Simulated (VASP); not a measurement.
Here is the system:

```xyz
2
Lattice="0.0000 2.9889 2.9889 2.9889 0.0000 2.9889 2.9889 2.9889 0.0000" Properties=species:S:1:pos:R:3 pbc="T T T"
Pb     0.0000     0.0000     0.0000
S      2.9889     2.9889     2.9889
```

Computed with AM05 GGA, VASP's PBE PAW potentials (set 64) (plane waves; VASP 6.6.1). Run with 520 eV cut-off, 8×8×8 Γ-centred mesh, Gaussian smearing of 0.050 eV, potentials Pb_d S.

**Question.** Give the stress tensor in GPa (positive for a compressed cell).

**Answer.** 
```
-1.53   0.00   0.00
 0.00  -1.53   0.00
 0.00   0.00  -1.53
```
The pressure is its mean diagonal, -1.53 GPa.

The compound is PbS in the rock salt structure. This cell is one point of a volume scan, at 1.03 of the reference volume.
